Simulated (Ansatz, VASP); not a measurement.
## MoSeS: VASP beside Ansatz

One calculation is typed for both programs; each brings its own data sets. How far apart do they land? The cell is taken from a series of runs on this material, whose earlier steps may have relaxed, scaled, displaced or heated it; both programs get it as it stands.

Method: plane waves, with VASP 6.6.1 beside it; r2SCAN, in Ansatz 0.2.0.

**1. Set-up**

The structure is trigonal, space group P-3m1 (No. 164). Conventional cell: a = 3.253 Å, b = 3.253 Å, c = 13.617 Å, α = 90.00°, β = 90.00°, γ = 120.00°. Nearest to Mo lie 3 S at 2.41 Å and 3 Se at 2.53 Å. Nearest to Se lie 3 Mo at 2.53 Å. S has 3 Mo at 2.41 Å nearest. Farther neighbours and most contacts between anions are not listed.

Structure file:

```cif
data_structure
_symmetry_space_group_name_H-M 'P 1'
_symmetry_Int_Tables_number 1
_cell_length_a 3.2525
_cell_length_b 3.2525
_cell_length_c 13.6173
_cell_angle_alpha 90.000
_cell_angle_beta 90.000
_cell_angle_gamma 120.000
_cell_volume 124.76
loop_
_atom_site_label
_atom_site_type_symbol
_atom_site_fract_x
_atom_site_fract_y
_atom_site_fract_z
_atom_site_occupancy
Mo1 Mo 0.00000 0.00000 0.25915 1
Mo2 Mo 0.00000 0.00000 0.74085 1
Se3 Se 0.66667 0.33333 0.86489 1
Se4 Se 0.33333 0.66667 0.13511 1
S5 S 0.33333 0.66667 0.37059 1
S6 S 0.66667 0.33333 0.62941 1
```

**2. VASP: G0W0 gap, r2SCAN**

Quasiparticle shifts depend on high empty states and on the cores, so they are the hardest test of two PAW sets.

Lines of VASP's logs that name or quote its potential files are left out, and so is its time.

The run reads the wave functions of an earlier VASP run, which isn't shown here.

INCAR reads:

```
SYSTEM = MoSeS
PREC = Accurate
ENCUT = 370
ISMEAR = 0
SIGMA = 0.01
LREAL = .FALSE.
METAGGA = R2SCAN
LASPH = .TRUE.
NBANDS = 352
ALGO = EVGW0
NELMGW = 1
ENCUTGW = 110
NOMEGA = 64
PRECFOCK = Fast
NBANDSGW = 48
LWAVE = .FALSE.
LCHARG = .FALSE.
```

POSCAR reads:

```
MoSeS
1.0
    3.2525112014      0.0000000000      0.0000000000
   -1.6262556007      2.8167573265      0.0000000000
    0.0000000000      0.0000000000     13.6172703700
Mo Se S
2 2 2
Direct
    0.0000000000      0.0000000000      0.2591477500
    0.0000000000      0.0000000000      0.7408522500
    0.6666666700      0.3333333300      0.8648875500
    0.3333333300      0.6666666700      0.1351124500
    0.3333333300      0.6666666700      0.3705878000
    0.6666666700      0.3333333300      0.6294122000
```

KPOINTS reads:

```
Automatic mesh
0
Gamma
9 9 2
0 0 0
```

Potentials, in the order of the species: Mo_sv_GW, Se_GW and S_GW (PBE family, release 64).

The run is started by

```console
> mpirun -np 16 vasp_std
```

Numbers of over 12 decimals in the logs are rounded to 6 here.

The log of the run:

```text
[banner, memory and clock lines left out]
running   16 mpi-ranks, on    1 nodes
 distrk:  each k-point on   16 cores,    1 groups
 distr:  one band on    1 cores,   16 groups

 POSCAR found type information on POSCAR MoSeS
 POSCAR found :  3 types and       6 ions
|                                                                             |
|           W    W    AA    RRRRR   N    N  II  N    N   GGGG   !!!           |
|           W    W   A  A   R    R  NN   N  II  NN   N  G    G  !!!           |
|           W    W  A    A  R    R  N N  N  II  N N  N  G       !!!           |
|           W WW W  AAAAAA  RRRRR   N  N N  II  N  N N  G  GGG   !            |
|           WW  WW  A    A  R   R   N   NN  II  N   NN  G    G                |
|           W    W  A    A  R    R  N    N  II  N    N   GGGG   !!!           |
|                                                                             |
|     For optimal performance we recommend to set                             |
|       NCORE = 2 up to number-of-cores-per-socket                            |
|     NCORE specifies how many cores store one orbital (NPAR=cpu/NCORE).      |
|     This setting can greatly improve the performance of VASP for DFT.       |
|     The default, NCORE=1 might be grossly inefficient on modern             |
|     multi-core architectures or massively parallel machines. Do your        |
|     Unfortunately you need to use the default for GW and RPA                |
|     calculations (for HF NCORE is supported but not extensively tested      |
|     yet).                                                                   |
|                                                                             |

|                                                                             |
|               ----> ADVICE to this user running VASP <----                  |
|                                                                             |
|     You enforced a specific xc type in the INCAR file but a different       |
|     [... a line on the potential file left out ...]
|     I HOPE YOU KNOW WHAT YOU ARE DOING!                                     |
|                                                                             |

|                                                                             |
|           W    W    AA    RRRRR   N    N  II  N    N   GGGG   !!!           |
|           W    W   A  A   R    R  NN   N  II  NN   N  G    G  !!!           |
|           W    W  A    A  R    R  N N  N  II  N N  N  G       !!!           |
|           W WW W  AAAAAA  RRRRR   N  N N  II  N  N N  G  GGG   !            |
|           WW  WW  A    A  R   R   N   NN  II  N   NN  G    G                |
|           W    W  A    A  R    R  N    N  II  N    N   GGGG   !!!           |
|                                                                             |
|     The default for ENCUTGWSOFT is different in this version of VASP.       |
|     please manually set ENCUTGWSOFT =110 in the INCAR file.                 |
|                                                                             |

 LDA part: xc-table for (None), standard interpolation
 found WAVECAR, reading the header
 POSCAR, INCAR and KPOINTS ok, starting setup
 FFT: planning ... GRIDC
 FFT: planning ... GRID_SOFT
 FFT: planning ... GRID
 reading WAVECAR
 the WAVECAR file was read successfully
 initial charge from wavefunction
 available memory per node:     15.57 GB, setting MAXMEM to     15948

 The Fermi energy was updated, please check that it is located mid-gap
 values below the HOMO (VB) or above the LUMO (CB) will cause erroneous energies
 E-fermi :   6.2193

 calculate exact exchange contribution
 the WAVEDER file was read successfully
|                                                                             |
|           W    W    AA    RRRRR   N    N  II  N    N   GGGG   !!!           |
|           W    W   A  A   R    R  NN   N  II  NN   N  G    G  !!!           |
|           W    W  A    A  R    R  N N  N  II  N N  N  G       !!!           |
|           W WW W  AAAAAA  RRRRR   N  N N  II  N  N N  G  GGG   !            |
|           WW  WW  A    A  R   R   N   NN  II  N   NN  G    G                |
|           W    W  A    A  R    R  N    N  II  N    N   GGGG   !!!           |
|                                                                             |
|     Automatic setting of frequency mesh for GW failed. Frequency mesh       |
|     properly not suitable for determining QP energies. Consider             |
|     increasing number of kpoints.                                           |
|                                                                             |

energies w=
    0.000    0.000    0.697    0.000    1.393    0.000    2.086    0.000
    2.774    0.000    3.457    0.000    4.133    0.000    4.801    0.000
    5.460    0.000    6.111    0.000    6.753    0.000    7.387    0.000
    8.011    0.000    8.627    0.000    9.236    0.000    9.837    0.000
   10.432    0.000   11.022    0.000   11.607    0.000   12.189    0.000
   12.768    0.000   13.346    0.000   13.925    0.000   14.505    0.000
   15.087    0.000   15.674    0.000   16.267    0.000   16.867    0.000
   17.477    0.000   18.098    0.000   18.733    0.000   19.383    0.000
   20.051    0.000   20.740    0.000   21.453    0.000   22.194    0.000
   22.966    0.000   23.773    0.000   24.621    0.000   25.515    0.000
   26.462    0.000   27.469    0.000   28.546    0.000   29.701    0.000
   30.949    0.000   32.304    0.000   33.783    0.000   35.408    0.000
   37.206    0.000   39.210    0.000   41.460    0.000   44.011    0.000
   46.929    0.000   50.305    0.000   54.258    0.000   58.955    0.000
   64.627    0.000   71.613    0.000   80.428    0.000   91.888    0.000
  107.378    0.000  129.443    0.000  163.334    0.000  221.897    0.000
 responsefunction array rank=     336
 LDA part: xc-table for (None), standard interpolation

 min. memory requirement per mpi rank    776.0 MB, per node  12416.0 MB

 allocating   4 responsefunctions rank=   336
 shmem allocating  64 responsefunctions rank=   336
 response function shared by NCSHMEM nodes    1
 Doing            4  frequencies on each core in blocks of           64
NQ=   1    0.0000    0.0000    0.0000,
|.........|.........|.........|.........|.........|.........|.........|.........
 performed       3557000 updates of chi_q(r,r)
 total number of BLAS operations       3080.31 Gflops
NQ=   2    0.1111    0.0000    0.0000,
|.........|.........|.........|.........|.........|.........|.........|.........
 performed      10561000 updates of chi_q(r,r)
 total number of BLAS operations       8998.70 Gflops
NQ=   3    0.2222   -0.0000    0.0000,
|.........|.........|.........|.........|.........|.........|.........|.........
 performed      17565000 updates of chi_q(r,r)
 total number of BLAS operations      14772.31 Gflops
NQ=   4    0.3333   -0.0000    0.0000,
|.........|.........|.........|.........|.........|.........|.........|.........
 performed      24569000 updates of chi_q(r,r)
 total number of BLAS operations      20690.70 Gflops
NQ=   5    0.4444   -0.0000    0.0000,
|.........|.........|.........|.........|.........|.........|.........|.........
 performed      31573000 updates of chi_q(r,r)
 total number of BLAS operations      26718.86 Gflops
NQ=   6    0.1111    0.1111    0.0000,
|.........|.........|.........|.........|.........|.........|.........|.........
 performed      38577000 updates of chi_q(r,r)
 total number of BLAS operations      32564.64 Gflops
NQ=   7    0.2222    0.1111    0.0000,
|.........|.........|.........|.........|.........|.........|.........|.........
 performed      46797000 updates of chi_q(r,r)
 total number of BLAS operations      39341.05 Gflops
NQ=   8    0.3333    0.1111    0.0000,
|.........|.........|.........|.........|.........|.........|.........|.........
 performed      55017000 updates of chi_q(r,r)
 total number of BLAS operations      46677.44 Gflops
NQ=   9    0.4444    0.1111    0.0000,
|.........|.........|.........|.........|.........|.........|.........|.........
 performed      62021000 updates of chi_q(r,r)
 total number of BLAS operations      53003.24 Gflops
NQ=  10    0.2222    0.2222    0.0000,
|.........|.........|.........|.........|.........|.........|.........|.........
 performed      69025000 updates of chi_q(r,r)
 total number of BLAS operations      58849.02 Gflops
NQ=  11    0.3333    0.2222    0.0000,
|.........|.........|.........|.........|.........|.........|.........|.........
 performed      77245000 updates of chi_q(r,r)
 total number of BLAS operations      65838.18 Gflops
NQ=  12    0.3333    0.3333    0.0000,
|.........|.........|.........|.........|.........|.........|.........|.........
 performed      81545000 updates of chi_q(r,r)
 total number of BLAS operations      69653.34 Gflops
NQ=  13    0.0000    0.0000    0.5000,
|.........|.........|.........|.........|.........|.........|.........|.........
 performed      85102000 updates of chi_q(r,r)
 total number of BLAS operations      72640.73 Gflops
NQ=  14    0.1111    0.0000    0.5000,
|.........|.........|.........|.........|.........|.........|.........|.........
 performed      92106000 updates of chi_q(r,r)
 total number of BLAS operations      78668.90 Gflops
NQ=  15    0.2222   -0.0000    0.5000,
|.........|.........|.........|.........|.........|.........|.........|.........
 performed      99110000 updates of chi_q(r,r)
 total number of BLAS operations      84478.53 Gflops
NQ=  16    0.3333   -0.0000    0.5000,
|.........|.........|.........|.........|.........|.........|.........|.........
 performed     106114000 updates of chi_q(r,r)
 total number of BLAS operations      90506.69 Gflops
NQ=  17    0.4444   -0.0000    0.5000,
|.........|.........|.........|.........|.........|.........|.........|.........
 performed     113118000 updates of chi_q(r,r)
 total number of BLAS operations      96682.78 Gflops
NQ=  18    0.1111    0.1111    0.5000,
|.........|.........|.........|.........|.........|.........|.........|.........
 performed     120122000 updates of chi_q(r,r)
 total number of BLAS operations     102710.94 Gflops
NQ=  19    0.2222    0.1111    0.5000,
|.........|.........|.........|.........|.........|.........|.........|.........
 performed     128342000 updates of chi_q(r,r)
 total number of BLAS operations     109700.10 Gflops
NQ=  20    0.3333    0.1111    0.5000,
|.........|.........|.........|.........|.........|.........|.........|.........
 performed     136562000 updates of chi_q(r,r)
 total number of BLAS operations     116861.82 Gflops
NQ=  21    0.4444    0.1111    0.5000,
|.........|.........|.........|.........|.........|.........|.........|.........
 performed     143566000 updates of chi_q(r,r)
 total number of BLAS operations     123037.90 Gflops
NQ=  22    0.2222    0.2222    0.5000,
|.........|.........|.........|.........|.........|.........|.........|.........
 performed     150570000 updates of chi_q(r,r)
 total number of BLAS operations     128992.78 Gflops
NQ=  23    0.3333    0.2222    0.5000,
|.........|.........|.........|.........|.........|.........|.........|.........
 performed     158790000 updates of chi_q(r,r)
 total number of BLAS operations     135896.44 Gflops
NQ=  24    0.3333    0.3333    0.5000,
|.........|.........|.........|.........|.........|.........|.........|.........
 performed     163090000 updates of chi_q(r,r)
 total number of BLAS operations     139508.17 Gflops
 resolving degeneracies of screened two electron integrals

 calculate QP shifts <psi_nk| G(iteration)W_0 |psi_nk>: iteration 1
 entering main loop
```

Parts of OUTCAR (step 2):

```text
ion  position               nearest neighbor table
   1  0.000  0.000  0.259-   5 2.41   5 2.41   5 2.41   4 2.53   4 2.53   4 2.53
   2  0.000  0.000  0.741-   6 2.41   6 2.41   6 2.41   3 2.53   3 2.53   3 2.53
   3  0.667  0.333  0.865-   2 2.53   2 2.53   2 2.53
   4  0.333  0.667  0.135-   1 2.53   1 2.53   1 2.53
   5  0.333  0.667  0.371-   1 2.41   1 2.41   1 2.41
   6  0.667  0.333  0.629-   2 2.41   2 2.41   2 2.41

  LATTYP: Found a hexagonal cell.
 ALAT       =     3.2525112014
 C/A-ratio  =     4.1866943807

 Subroutine GETGRP returns: Found 12 space group operations
 (whereof 12 operations were pure point group operations)

The static configuration has the point symmetry D_3d.

 Found     24 irreducible k-points:

   k-points           NKPTS =     24   k-points in BZ     NKDIM =    162   number of bands    NBANDS=    352

   dimension x,y,z NGX =    20 NGY =   20 NGZ =   90
   dimension x,y,z NGXF=    40 NGYF=   40 NGZF=  180

   ENCUT  =  370.0 eV  27.19 Ry    5.21 a.u.   5.10  5.10 21.36*2*pi/ulx,y,z

   NELECT =      52.0000    total number of electrons

  energy-cutoff  :      370.00
  volume of cell :      124.76
      direct lattice vectors                 reciprocal lattice vectors
     3.252511201  0.000000000  0.000000000     0.307454744  0.177509079  0.000000000
    -1.626255601  2.816757326  0.000000000     0.000000000  0.355018159  0.000000000
     0.000000000  0.000000000 13.617270370     0.000000000  0.000000000  0.073436157

 k-points in reciprocal lattice and weights: Automatic mesh
   0.00000000  0.00000000  0.00000000       0.006
   0.11111111  0.00000000  0.00000000       0.037
   0.22222222 -0.00000000  0.00000000       0.037
   0.33333333 -0.00000000  0.00000000       0.037
   0.44444444 -0.00000000  0.00000000       0.037
   0.11111111  0.11111111  0.00000000       0.037
   0.22222222  0.11111111  0.00000000       0.074
   0.33333333  0.11111111  0.00000000       0.074
   0.44444444  0.11111111  0.00000000       0.037
[...]
0.33333333  0.22222222  0.50000000       0.074
   0.33333333  0.33333333  0.50000000       0.012

 E-fermi :   6.2193

 QP shifts <psi_nk| G(iteration)W_0 |psi_nk>: iteration 1
 for sc-GW calculations column KS-energies equals QP-energies in previous step
 and V_xc(KS)=  KS-energies - (<T + V_ion + V_H > + <T+V_H+V_ion>^1  + <V_x>^1)
 k-point   1 :       0.0000    0.0000    0.0000
  band No.  KS-energies  QP-energies   sigma(KS)   V_xc(KS)     V^pw_x(r,r')   Z            occupation Imag(sigma)
    ...
     23       3.8189       3.8803     -15.8796     -15.9612     -17.2100       0.7526       2.0000       0.1833
     24       3.9710       3.7546     -13.5012     -13.2166     -15.4766       0.7604       2.0000       0.2193
     25       4.8751       4.8566     -15.0075     -14.9828     -15.9846       0.7489       2.0000       0.1595
     26       5.6679       5.7169     -15.9905     -16.0562     -16.7022       0.7456       2.0000       0.1178
     27       8.1042       8.6317     -14.6057     -15.3066     -10.7188       0.7525       0.0000      -0.2368
     28       8.1042       8.6317     -14.6057     -15.3066     -10.7188       0.7525       0.0000      -0.2368
     29       8.1621       8.6915     -14.6776     -15.3824     -10.7371       0.7512       0.0000      -0.2430
     30       8.1621       8.6915     -14.6776     -15.3824     -10.7371       0.7512       0.0000      -0.2430
    ...

 k-point   2 :       0.1111    0.0000    0.0000
  band No.  KS-energies  QP-energies   sigma(KS)   V_xc(KS)     V^pw_x(r,r')   Z            occupation Imag(sigma)
    ...
     23       3.7939       3.7088     -14.5099     -14.3976     -16.0742       0.7583       2.0000       0.1947
     24       4.3829       4.2322     -13.9712     -13.7738     -15.6327       0.7636       2.0000       0.1851
     25       4.8594       4.8548     -15.2022     -15.1960     -16.2267       0.7478       2.0000       0.1613
     26       5.4401       5.4769     -15.8489     -15.8982     -16.7069       0.7466       2.0000       0.1313
     27       7.7631       8.2456     -13.9309     -14.5672     -10.1832       0.7583       0.0000      -0.2289
     28       7.9117       8.4237     -14.7094     -15.3894     -10.7772       0.7530       0.0000      -0.2358
     29       7.9343       8.4541     -14.3696     -15.0566     -10.4708       0.7565       0.0000      -0.2352
     30       8.1200       8.6266     -14.8925     -15.5712     -10.9321       0.7464       0.0000      -0.2650
    ...

 k-point   3 :       0.2222   -0.0000    0.0000
  band No.  KS-energies  QP-energies   sigma(KS)   V_xc(KS)     V^pw_x(r,r')   Z            occupation Imag(sigma)
    ...
     23       3.4983       3.2603     -13.1564     -12.8435     -15.1314       0.7606       2.0000       0.2311
     24       4.1559       3.9978     -13.8105     -13.6027     -15.5656       0.7609       2.0000       0.1986
     25       4.5481       4.5581     -15.3752     -15.3886     -16.5698       0.7453       2.0000       0.1809
     26       4.8009       4.8035     -15.4709     -15.4743     -16.6472       0.7470       2.0000       0.1676
     27       7.0578       7.5079     -14.0038     -14.5984     -10.3608       0.7571       0.0000      -0.2044
     28       7.6553       8.1786     -14.9737     -15.6734     -11.0942       0.7479       0.0000      -0.2458
     29       7.6890       8.2021     -14.8659     -15.5523     -11.1292       0.7475       0.0000      -0.2367
     30       7.7738       8.2911     -14.9575     -15.6506     -11.1779       0.7464       0.0000      -0.2439
    ...

 k-point   4 :       0.3333   -0.0000    0.0000
  band No.  KS-energies  QP-energies   sigma(KS)   V_xc(KS)     V^pw_x(r,r')   Z            occupation Imag(sigma)
    ...
     23       3.8607       3.7990     -14.6955     -14.6137     -16.4222       0.7540       2.0000       0.2087
     24       3.9038       3.8494     -14.7785     -14.7063     -16.4772       0.7539       2.0000       0.2055
     25       4.1595       4.1377     -15.0081     -14.9790     -16.2965       0.7490       2.0000       0.2001
     26       4.3658       4.3415     -15.1716     -15.1391     -16.4645       0.7478       2.0000       0.1891
     27       7.1617       7.6510     -14.7960     -15.4501     -10.9531       0.7481       0.0000      -0.2234
     28       7.3776       7.9440     -15.8463     -16.6105     -11.9995       0.7412       0.0000      -0.2311
     29       7.4409       8.0087     -15.8919     -16.6582     -12.0154       0.7409       0.0000      -0.2360
     30       7.7110       8.2646     -15.7573     -16.5052     -11.6741       0.7401       0.0000      -0.2680
    ...

[... 4 further parts left out ...]
```

(Part 1 of 2 ends here.)

[Lines on the potential files, build, host, timing and source positions are cut from VASP's logs without a mark.]

[Logs are printed without paths, hosts, clocks, repeated set-up lines and the standing remarks that a program may print on its own settings, such as how far it seeks lower states.]

[Hosts, paths, dates, database ids (printed as entryN), source tags and the programs' standing remarks are cut or masked in the printed files.]
